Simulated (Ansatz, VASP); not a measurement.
# Cross-check of Al7Ga11N18 (random wurtzite alloy of AlN and GaN) between VASP and Ansatz, part 2 of 2

Wanted: the spread between two codes on one cell, functional and k mesh. The cell is taken from a series of runs on this material, whose earlier steps may have relaxed, scaled, displaced or heated it; both programs get it as it stands.

VASP 6.6.1 and Ansatz 0.2.0.

So far: The structure; Ansatz: single point, revPBE.

**3. VASP: single point, revPBE**

Level of this step: revPBE; plane waves and PAW (Ga_d, N, Al) (VASP).

The same cell, functional, mesh and smearing now go to VASP, with its own data sets.

Lines of VASP's logs that name or quote its potential files are left out, and so is its time.

Input file INCAR:

```
SYSTEM = Al7Ga11N18
PREC = Accurate
ENCUT = 600
EDIFF = 1E-06
NELM = 120
ISMEAR = -1
SIGMA = 0.025
LREAL = Auto
ALGO = Normal
GGA = RE
NBANDS = 304
LORBIT = 11
LWAVE = .FALSE.
LCHARG = .FALSE.
ISIF = 2
LASPH = .TRUE.
GGA_COMPAT = .FALSE.
EFERMI = MIDGAP
NCORE = 2
```

Input file POSCAR:

```
Al7Ga11N18
1.0
    9.4773000000      0.0000000000      0.0000000000
   -4.7386500000      8.2075800000      0.0000000000
    0.0000000000      0.0000000000     10.2122000000
Ga N Al
22 36 14
Direct
    0.0034500000      0.0028500000      0.9938200000
    0.0048400000      0.0034700000      0.4959500000
    0.9975300000      0.3262700000      0.0031800000
    0.1159100000      0.5588800000      0.2545400000
    0.0045400000      0.3283500000      0.5065500000
    0.9964600000      0.6701500000      0.9915300000
    0.0039900000      0.6702200000      0.4983400000
    0.1065400000      0.8862500000      0.7531100000
    0.3413900000      0.0066200000      0.4991300000
    0.3332000000      0.3345500000      0.4991800000
    0.4496200000      0.5532300000      0.7485600000
    0.3357400000      0.6713200000      0.0019200000
    0.4557200000      0.8988500000      0.2458800000
    0.4363900000      0.8805500000      0.7521000000
    0.6536000000      0.0032900000      0.9997900000
    0.7857500000      0.2307300000      0.2470800000
    0.6712300000      0.0046200000      0.4964100000
    0.7733300000      0.2236000000      0.7566700000
    0.6699200000      0.3410500000      0.4982800000
    0.6641400000      0.6627800000      0.9980600000
    0.7724800000      0.8826000000      0.2474600000
    0.7711400000      0.8825000000      0.7478500000
    0.1128200000      0.2240400000      0.0608500000
    0.0058400000      0.0030200000      0.3042600000
    0.1199000000      0.2251400000      0.5683500000
    0.9970600000      0.0056400000      0.8036100000
    0.1079600000      0.5594700000      0.0515300000
    0.0093300000      0.3323400000      0.3153000000
    0.1227400000      0.5600600000      0.5643500000
    0.0031800000      0.3362300000      0.8020900000
    0.1111900000      0.8843300000      0.0635400000
    0.0034900000      0.6767100000      0.3094300000
    0.1150000000      0.8922600000      0.5573100000
    0.9903500000      0.6587500000      0.8051300000
    0.4319000000      0.2151200000      0.0605300000
    0.3376500000      0.0073100000      0.3061500000
    0.4552000000      0.2191400000      0.5733700000
    0.3269700000      0.0045700000      0.8202800000
    0.4324100000      0.5485400000      0.0747300000
    0.3306700000      0.3315600000      0.2944700000
    0.4538900000      0.5573900000      0.5556500000
    0.3304500000      0.3192000000      0.8177200000
    0.4252000000      0.8843000000      0.0608800000
    0.3460600000      0.6748900000      0.3231200000
    0.4449200000      0.8860200000      0.5554600000
    0.3203000000      0.6565300000      0.8073400000
    0.7740500000      0.2329000000      0.0571500000
    0.6767900000      0.0158200000      0.3074100000
    0.7866000000      0.2317800000      0.5657000000
    0.6666100000      0.0002200000      0.8167100000
    0.7737500000      0.5528800000      0.0618200000
    0.6676800000      0.3371900000      0.3061500000
    0.7831900000      0.5598400000      0.5654500000
    0.6619100000      0.3344200000      0.8134900000
    0.7798200000      0.8963000000      0.0560500000
    0.6555700000      0.6443400000      0.3129700000
    0.7807400000      0.8839800000      0.5595700000
    0.6713700000      0.6578800000      0.8093000000
    0.0986200000      0.2169900000      0.2530600000
    0.1069400000      0.2212000000      0.7512400000
    0.1117400000      0.5533900000      0.7517300000
    0.1111600000      0.8868800000      0.2528600000
    0.3267800000      0.0041100000      0.9998900000
    0.4495800000      0.2255100000      0.2492900000
    0.4425200000      0.2184300000      0.7585900000
    0.3297000000      0.3280500000      0.0062200000
    0.4486500000      0.5549900000      0.2520300000
    0.3340300000      0.6692900000      0.5034100000
    0.6579300000      0.3304400000      0.9992300000
    0.7815300000      0.5601600000      0.2526000000
    0.7725000000      0.5509300000      0.7489700000
    0.6700600000      0.6622800000      0.5052400000
```

Input file KPOINTS:

```
Automatic mesh
0
Gamma
1 1 1
0 0 0
```

The projector-augmented-wave data sets are Ga_d, N and Al (PBE family, release 64).

The run is started by

```
$ mpirun -np 8 vasp_gam
```

Numbers of over 12 decimals in the logs are rounded to 6 here.

Log:

```text
[banner, memory and clock lines left out]
running    8 mpi-ranks, on    1 nodes
[...]
|                                                                             |
|               ----> ADVICE to this user running VASP <----                  |
|                                                                             |
|     You enforced a specific xc type in the INCAR file but a different       |
|     [... a line on the potential file left out ...]
|     I HOPE YOU KNOW WHAT YOU ARE DOING!                                     |
|                                                                             |

 LDA part: xc-table for (Slater+PW92), standard interpolation
 POSCAR, INCAR and KPOINTS ok, starting setup
[...]
entering main loop
       N       E                     dE             d eps       ncg     rms          rms(c)
DAV:   1     0.130087715797E+05    0.13009E+05   -0.20054E+05   664   0.340E+03
DAV:   2     0.317359015464E+04   -0.98352E+04   -0.92350E+04   608   0.104E+03
DAV:   3     0.209882946234E+02   -0.31526E+04   -0.29544E+04   776   0.373E+02
DAV:   4    -0.481073533879E+03   -0.50206E+03   -0.48876E+03   752   0.149E+02
[...]
DAV:  17    -0.444109692430E+03   -0.21820E-04   -0.19520E-04   936   0.800E-02    0.209E-02
DAV:  18    -0.444109702730E+03   -0.10300E-04   -0.88451E-05   744   0.311E-02    0.228E-02
DAV:  19    -0.444109703511E+03   -0.78024E-06   -0.53400E-06   616   0.313E-02
   1 F= -.44410970E+03 E0= -.44410970E+03  d E =0.000000E+00
```

From OUTCAR (step 3):

```text
  Total       42.9120513     45.0665133     37.1869835     -0.3788238      0.0460075     -0.6768774
  in kB       86.5507416     90.8961476     75.0036622     -0.7640623      0.0927942     -1.3652165
  external PRESSURE =      84.1501838 kB  Pullay stress =       0.0000000 kB

 POSITION                                       TOTAL-FORCE (eV/Angst)
 -----------------------------------------------------------------------------------
      0.01919      0.02339     10.14909        -0.057230     -0.261684      0.621157
      0.02943      0.02848      5.06474         0.070345     -0.220160      0.375687
      7.90781      2.67789      0.03247        -0.278720      1.488639     -1.225931
     -1.54982      4.58705      2.59941         0.530702      0.506486     -0.868357
     -1.51291      2.69496      5.17299        -0.362543      1.293094      0.048870
      6.26814      5.50031     10.12570         0.106858     -0.738064      0.921949
     -3.13812      5.50088      5.08915         0.630389     -0.241580      0.684677
     -3.18992      7.27397      7.69091        -0.069853      0.220543     -0.938637
      3.20409      0.05433      5.09722        -0.201743     -0.458229     -0.281377
      1.57252      2.74585      5.09773         1.315861     -0.253064     -0.737087
      1.63962      4.54068      7.64444        -0.925603     -1.170667      0.124140
      0.00076      5.50991      0.01961        -0.350640     -1.726135     -0.299699
      0.05966      7.37738      2.51098        -1.068853     -0.877875      1.096938
     -0.03682      7.22718      7.68060        -0.182031      1.049700     -0.453849
[...]
-----------------------------------------------------------------------------------
    total drift:                               -0.005061      0.004162     -0.008433

  FREE ENERGIE OF THE ION-ELECTRON SYSTEM (eV)
  ---------------------------------------------------
  free  energy   TOTEN  =      -444.1097035107 eV

  energy  without entropy=     -444.1097035107  energy(sigma->0) =     -444.10970351

[... 3 further parts left out ...]
[key lines of the parts left out:]
E-fermi :   7.1309
```

The run ends at a pressure of 8.42 GPa, with forces up to 2.9 eV/Å.

**4. Differences**

Known differences besides the potentials themselves: the cutoff is 420 eV in Ansatz and 600 eV in VASP (PREC = Accurate, projectors in real space); Ansatz makes its cores anew for this functional, VASP keeps those of its PBE data sets. Total energies have different zeros and are not compared.

Both answers:

| quantity | Ansatz | VASP | difference |
| --- | --- | --- | --- |
| pressure (GPa) | 8.80 | 8.42 | +0.39 |
| gap on the k mesh (eV) | 2.593 | 2.612 | -0.019 |

Forces on 10 of the 72 atoms, those with the largest forces and the largest differences (eV/Å; atoms numbered as in POSCAR):

| atom | Ansatz x, y, z | VASP x, y, z |
| --- | --- | --- |
| Ga3 | -0.290, 1.496, -1.245 | -0.279, 1.489, -1.226 |
| Ga10 | 1.343, -0.259, -0.760 | 1.316, -0.253, -0.737 |
| Ga15 | 0.920, -0.228, 0.850 | 0.927, -0.226, 0.816 |
| N39 | 0.909, 0.386, -2.208 | 0.901, 0.365, -2.194 |
| N43 | 1.011, 1.763, -0.428 | 1.002, 1.745, -0.433 |
| N44 | 0.007, -0.503, -1.531 | 0.037, -0.519, -1.513 |
| N46 | 1.782, 0.771, 0.569 | 1.759, 0.775, 0.560 |
| N56 | 0.717, 2.287, 0.777 | 0.715, 2.260, 0.786 |
| Al59 | 2.510, 0.552, -1.336 | 2.514, 0.552, -1.336 |
| Al67 | -1.524, -0.450, 0.973 | -1.525, -0.453, 0.973 |

The forces differ by 12 meV/Å r.m.s., which is 1.6 % of the r.m.s. force of 0.757 eV/Å (both taken over all components). A gap on the mesh is an upper bound, since the band edges may lie between its points.

**5. Summary of results**

```yaml
r_m_s_force_difference_single_point_revpbe: 1.6 % of the r.m.s. force
```

The r.m.s. force difference is 1.6 % of the r.m.s. force (single point, revPBE), within the 3 % picked in this series as the mark of a large difference. How closely two codes agree says nothing of how well the functional describes the real material.

[Lines on the potential files, build, host, timing and source positions are cut from VASP's logs without a mark.]

[Logs are printed without paths, hosts, clocks, repeated set-up lines and the standing remarks that a program may print on its own settings, such as how far it seeks lower states.]

[Hosts, paths, dates, database ids (printed as entryN), source tags and the programs' standing remarks are cut or masked in the printed files.]
